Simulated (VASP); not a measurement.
# SrGaI3 (Pm-3m) in VASP: further runs

The runs below take SrGaI3 through single point, relaxation of cell and atoms, with PBE.

Program: VASP 6.6.1. These are calculated values, not measurements. Logs are shortened: lines on timing, memory, paths and dates and some standing lists are left out, and cuts for length are marked.

## Step 1: Starting point

The structure is cubic, space group Pm-3m (No. 221). Conventional cell: a = 5.894 Å, b = 5.894 Å, c = 5.894 Å, α = 90.00°, β = 90.00°, γ = 90.00°. Sr (site symmetry m-3m) is surrounded by 12 I at 4.17 Å. Ga (site symmetry m-3m) has 6 I at 2.95 Å as nearest neighbours. I (site symmetry 4/mmm) has 2 Ga at 2.95 Å as nearest neighbours.

The cell was built by a generator and needn't be a form met in nature.

## Step 2: Single point, PBE

INCAR

```
SYSTEM = SrGaI3
  PREC = Accurate
  ENCUT = 520
  EDIFF = 1E-6
  ISMEAR = 0
  SIGMA = 0.1
  LREAL = .FALSE.
  LASPH = .TRUE.
  NELM = 60
  ALGO = Fast
  ISIF = 2
  LWAVE = .FALSE.
  LCHARG = .FALSE.
  GGA = PE
  NBANDS = 30
```

KPOINTS

```
Automatic mesh
0
G
  6 6 6
  0 0 0
```

POSCAR

```
SrGaI3
1.0
    5.8944778264      0.0000000000      0.0000000000
    0.0000000000      5.8944778264      0.0000000000
    0.0000000000      0.0000000000      5.8944778264
Sr Ga I
1 1 3
Direct
    0.5000000000      0.5000000000      0.5000000000
    0.0000000000      0.0000000000      0.0000000000
    0.5000000000      0.0000000000      0.0000000000
    0.0000000000      0.5000000000      0.0000000000
    0.0000000000      0.0000000000      0.5000000000
```

Potentials or basis: VASP PAW PBE potentials, release 64 (Sr_sv, Ga_d, I).

Command:

```console
> cat potpaw_PBE.64/Sr_sv/POTCAR potpaw_PBE.64/Ga_d/POTCAR potpaw_PBE.64/I/POTCAR > POTCAR
> mpirun -np 1 vasp_std > vasp.out
```

OUTCAR:

```text
SYSTEM = SrGaI3
   PREC = Accurate
   ENCUT = 520
   EDIFF = 1E-6
   ISMEAR = 0
   LREAL = .FALSE.
   LASPH = .TRUE.
   NELM = 60
   ISIF = 2
   GGA = PE

 ion  position               nearest neighbor table
   1  0.500  0.500  0.500-   3 4.17   4 4.17   5 4.17   3 4.17   4 4.17   3 4.17   5 4.17   3 4.17
                             4 4.17   5 4.17   4 4.17   5 4.17
   2  0.000  0.000  0.000-   3 2.95   4 2.95   5 2.95   5 2.95   4 2.95   3 2.95
   3  0.500  0.000  0.000-   2 2.95   2 2.95   1 4.17   1 4.17   1 4.17   1 4.17
   4  0.000  0.500  0.000-   2 2.95   2 2.95   1 4.17   1 4.17   1 4.17   1 4.17
   5  0.000  0.000  0.500-   2 2.95   2 2.95   1 4.17   1 4.17   1 4.17   1 4.17

  LATTYP: Found a simple cubic cell.
 ALAT       =     5.8944778264

  Lattice vectors:

 A1 = (   5.8944778264,   0.0000000000,   0.0000000000)
 A2 = (   0.0000000000,   5.8944778264,   0.0000000000)
 A3 = (   0.0000000000,   0.0000000000,   5.8944778264)

Analysis of symmetry for initial positions (statically):
=====================================================================
 Subroutine PRICEL returns:
 Original cell was already a primitive cell.

 Routine SETGRP: Setting up the symmetry group for a
 simple cubic supercell.

 Subroutine GETGRP returns: Found 48 space group operations
 (whereof 48 operations were pure point group operations)
 out of a pool of 48 trial point group operations.

The static configuration has the point symmetry O_h .

Analysis of symmetry for dynamics (positions and initial velocities):
=====================================================================
 Subroutine PRICEL returns:
 Original cell was already a primitive cell.

 Routine SETGRP: Setting up the symmetry group for a
 simple cubic supercell.

 Subroutine GETGRP returns: Found 48 space group operations
 (whereof 48 operations were pure point group operations)
 out of a pool of 48 trial point group operations.

The dynamic configuration has the point symmetry O_h .

 Subroutine INISYM returns: Found 48 space group operations
 (whereof 48 operations are pure point group operations),
 and found     1 'primitive' translations

----------------------------------------------------------------------------------------

                                     Primitive cell

  volume of cell :     204.8029

  direct lattice vectors                    reciprocal lattice vectors
     5.894477826  0.000000000  0.000000000     0.169650312  0.000000000  0.000000000
     0.000000000  5.894477826  0.000000000     0.000000000  0.169650312  0.000000000
     0.000000000  0.000000000  5.894477826     0.000000000  0.000000000  0.169650312

  length of vectors
     5.894477826  5.894477826  5.894477826     0.169650312  0.169650312  0.169650312

  position of ions in fractional coordinates (direct lattice)
     0.500000000  0.500000000  0.500000000
     0.000000000  0.000000000  0.000000000
     0.500000000  0.000000000  0.000000000
     0.000000000  0.500000000  0.000000000
     0.000000000  0.000000000  0.500000000

  ion indices of the primitive-cell ions
   primitive index   ion index
                 1           1
                 2           2
                 3           3
                 4           4
                 5           5

----------------------------------------------------------------------------------------

 KPOINTS: Automatic mesh

Automatic generation of k-mesh.
 Grid dimensions read from file:
 generate k-points for:    6    6    6

 Generating k-lattice:

  Cartesian coordinates                     Fractional coordinates (reciprocal lattice)
     0.028275052  0.000000000  0.000000000     0.166666667  0.000000000  0.000000000
     0.000000000  0.028275052  0.000000000     0.000000000  0.166666667  0.000000000
     0.000000000  0.000000000  0.028275052     0.000000000  0.000000000  0.166666667

  Length of vectors
     0.028275052  0.028275052  0.028275052

  Shift w.r.t. Gamma in fractional coordinates (k-lattice)
     0.000000000  0.000000000  0.000000000

 Subroutine IBZKPT returns following result:
 ===========================================

 Found     20 irreducible k-points:

 Following reciprocal coordinates:
            Coordinates               Weight
  0.000000  0.000000  0.000000      1.000000
  0.166667  0.000000  0.000000      6.000000
  0.333333  0.000000  0.000000      6.000000
  0.500000  0.000000  0.000000      3.000000
  0.166667  0.166667  0.000000     12.000000
  0.333333  0.166667  0.000000     24.000000
[... 12 lines left out ...]
  0.500000  0.500000  0.333333      6.000000
  0.500000  0.500000  0.500000      1.000000
   k-points           NKPTS =     20   k-points in BZ     NKDIM =     20   number of bands    NBANDS=     30
   number of dos      NEDOS =    301   number of ions     NIONS =      5
   total plane-waves  NPLWV = 110592
   dimension x,y,z NGX =    48 NGY =   48 NGZ =   48
   dimension x,y,z NGXF=    96 NGYF=   96 NGZF=   96
   ions per type =               1   1   3
   NGX,Y,Z   is equivalent  to a cutoff of  13.54, 13.54, 13.54 a.u.
   NGXF,Y,Z  is equivalent  to a cutoff of  27.08, 27.08, 27.08 a.u.
 SYSTEM =  SrGaI3
   PREC   = accura    normal or accurate (medium, high low for compatibility)
   ISTART =      0    job   : 0-new  1-cont  2-samecut
   ICHARG =      2    charge: 1-file 2-atom 10-const
   ISPIN  =      1    spin polarized calculation?
   LNONCOLLINEAR =      F non collinear calculations
   LSORBIT =      F    spin-orbit coupling
   LASPH  =      T    aspherical Exc in radial PAW
   ENCUT  =  520.0 eV  38.22 Ry    6.18 a.u.  10.96 10.96 10.96*2*pi/ulx,y,z
   NELM   =     60;   NELMIN=  2; NELMDL= -5     # of ELM steps
   EDIFF  = 0.1E-05   stopping-criterion for ELM
   LREAL  =      F    real-space projection
   EDIFFG = 0.1E-04   stopping-criterion for IOM
   NSW    =      0    number of steps for IOM
   IBRION =     -1    ionic relax: 0-MD 1-quasi-New 2-CG
   NFREE  =      0    steps in history (QN), initial steepest desc. (CG)
   ISIF   =      2    stress and relaxation
   ISYM   =      2    0-nonsym 1-usesym 2-fastsym
   POTIM  = 0.5000    time-step for ionic-motion
   TEBEG  =    0.0;   TEEND  =   0.0 temperature during run
   PSTRESS=    0.0 pullay stress
   NELECT =      44.0000    total number of electrons
   NUPDOWN=      -1.0000    fix difference up-down
   EMIN   =  10.00;   EMAX   =-10.00  energy-range for DOS
   EFERMI =   0.00;   METHOD = LEGACY
   ISMEAR =     0;   SIGMA  =   0.10  broadening in eV -4-tet -1-fermi 0-gaus
   EFERMI_NEDOS =   21; number of points for ismear=-14 and -15
   IALGO  =     68    algorithm
   IMIX   =      4    mixing-type and parameters
     AMIX     =   0.40;   BMIX     =  1.00
     AMIX_MAG =   1.60;   BMIX_MAG =  1.00
  volume/ion in A,a.u.               =      40.96       276.42
  Fermi-wavevector in a.u.,A,eV,Ry     =   0.980499  1.852874 13.080339  0.961378
  Thomas-Fermi vector in A             =   2.111434
   LORBIT       =      0    0 simple, 1 ext, 2 COOP (PROOUT), +10 PAW based schemes
   GGA     = PE    functional components
   LHFCALC =     F    Hartree Fock is set to
   AEXX    =    0.0000 exact exchange contribution
   IVDW    =     0    specifies the selected vdW correction
   LEPSILON=     F    determine dielectric tensor
   LRPA    =     F    only Hartree local field effects (RPA)
 non-spin polarized calculation
 RMM-DIIS sequential band-by-band and
 Gauss-broadening in eV      SIGMA  =   0.10
  energy-cutoff  :      520.00
  volume of cell :      204.80
 maximum number of plane-waves:      5554
 NGX is ok and might be reduce to    48
   NGX = 21   NGY = 21   NGZ = 21

 number of electron      43.9999976 magnetization

 Free energy of the ion-electron system (eV)
  ---------------------------------------------------
  ext. energy  EPLUGINS =         0.00000000
  ---------------------------------------------------
  free energy    TOTEN  =       -12.94556599 eV

  energy without entropy =      -12.94034557  energy(sigma->0) =      -12.94295578

 E-fermi :   4.1558     XC(G=0):  -7.9743

 val. band max:        4.1513455562   @ k =   0.5000   0.5000   0.3333
 cond. band min:       4.1964778021   @ k =   0.5000   0.5000   0.1667
 fundamental gap:      0.0451322459
 Fermi energy:         4.1557719726

 k-point     1 :       0.0000    0.0000    0.0000
  band No.  band energies     occupation
      1     -34.7252      2.00000
      2     -16.5966      2.00000
      3     -16.5966      2.00000
      4     -16.5966      2.00000
      5     -10.7172      2.00000
      6     -10.7172      2.00000
[... 22 lines left out ...]
     29       8.6419      0.00000
     30       8.6422      0.00000

 k-point     2 :       0.1667    0.0000    0.0000
  band No.  band energies     occupation
      1     -34.7252      2.00000
      2     -16.5972      2.00000
      3     -16.5965      2.00000
      4     -16.5965      2.00000
      5     -10.7171      2.00000
      6     -10.7069      2.00000
[... 22 lines left out ...]
     29       8.4928      0.00000
     30       8.9691      0.00000

 k-point     3 :       0.3333    0.0000    0.0000
  band No.  band energies     occupation
      1     -34.7252      2.00000
      2     -16.5983      2.00000
      3     -16.5964      2.00000
      4     -16.5964      2.00000
      5     -10.7169      2.00000
      6     -10.6873      2.00000
[... 22 lines left out ...]
     29       7.0781      0.00000
     30       7.9101      0.00000

 k-point     4 :       0.5000    0.0000    0.0000
  band No.  band energies     occupation
      1     -34.7252      2.00000
      2     -16.5989      2.00000
      3     -16.5964      2.00000
      4     -16.5964      2.00000
      5     -10.7169      2.00000
      6     -10.6779      2.00000
[... 22 lines left out ...]
     29       6.8624      0.00000
     30       7.6475      0.00000

 k-point     5 :       0.1667    0.1667    0.0000
  band No.  band energies     occupation
      1     -34.7252      2.00000
      2     -16.5971      2.00000
      3     -16.5970      2.00000
      4     -16.5965      2.00000
      5     -10.7122      2.00000
      6     -10.7009      2.00000
[... 22 lines left out ...]
     29       8.0010      0.00000
     30       8.3883      0.00000
[... 394 lines left out ...]
     29       6.7473      0.00000
     30       7.1592      0.00000

 k-point    18 :       0.5000    0.3333    0.3333
  band No.  band energies     occupation
      1     -34.7252      2.00000
      2     -16.5982      2.00000
      3     -16.5977      2.00000
      4     -16.5976      2.00000
      5     -10.6633      2.00000
      6     -10.6496      2.00000
[... 22 lines left out ...]
     29       6.6666      0.00000
     30       7.1619      0.00000

 k-point    19 :       0.5000    0.5000    0.3333
  band No.  band energies     occupation
      1     -34.7252      2.00000
      2     -16.5981      2.00000
      3     -16.5981      2.00000
      4     -16.5975      2.00000
      5     -10.6568      2.00000
      6     -10.6416      2.00000
[... 22 lines left out ...]
     29       5.9054      0.00000
     30       6.9490      0.00000

 k-point    20 :       0.5000    0.5000    0.5000
  band No.  band energies     occupation
      1     -34.7252      2.00000
      2     -16.5980      2.00000
      3     -16.5980      2.00000
      4     -16.5980      2.00000
      5     -10.6416      2.00000
      6     -10.6416      2.00000
[... 22 lines left out ...]
     29       5.8720      0.00000
     30       5.9247      0.00000

------------------------ aborting loop because EDIFF is reached ----------------------------------------

  FORCE on cell =-STRESS in cart. coord.  units (eV):
  Direction    XX          YY          ZZ          XY          YZ          ZX
  --------------------------------------------------------------------------------------
  -------------------------------------------------------------------------------------
  Total       -0.0376249     -0.0376249     -0.0376249     -0.0000000     -0.0000000     -0.0000000
  in kB       -0.2943408     -0.2943408     -0.2943408     -0.0000000     -0.0000000     -0.0000000
  external PRESSURE =      -0.2943408 kB  Pullay stress =       0.0000000 kB

 VOLUME and BASIS-vectors are now :
 -----------------------------------------------------------------------------
  energy-cutoff  :      520.00
  volume of cell :      204.80
      direct lattice vectors                 reciprocal lattice vectors
     5.894477826  0.000000000  0.000000000     0.169650312  0.000000000  0.000000000
     0.000000000  5.894477826  0.000000000     0.000000000  0.169650312  0.000000000
     0.000000000  0.000000000  5.894477826     0.000000000  0.000000000  0.169650312

 POSITION                                       TOTAL-FORCE (eV/Angst)
 -----------------------------------------------------------------------------------
      2.94724      2.94724      2.94724         0.000000      0.000000      0.000000
      0.00000      0.00000      0.00000         0.000000      0.000000      0.000000
      2.94724      0.00000      0.00000         0.000000      0.000000      0.000000
      0.00000      2.94724      0.00000         0.000000      0.000000      0.000000
      0.00000      0.00000      2.94724         0.000000      0.000000      0.000000
 -----------------------------------------------------------------------------------
    total drift:                                0.000000     -0.000000      0.000000

  FREE ENERGIE OF THE ION-ELECTRON SYSTEM (eV)
  ---------------------------------------------------
  free  energy   TOTEN  =       -12.9455659891 eV

  energy  without entropy=      -12.9403455716  energy(sigma->0) =      -12.94295578
```

Wall time 4.5 min (1 thread of Intel Xeon Platinum 8375C at 2.90GHz (Ice Lake), shared host); peak memory 0.4 GiB.

Results:

```
Free energy            : -12.9456 eV
Pressure               : 0.0 GPa
Band gap on the k mesh : none (metal or under the smearing width)
```

Spin-orbit coupling is left out, which matters for the levels of I.

(Part 1 of 2 ends here.)
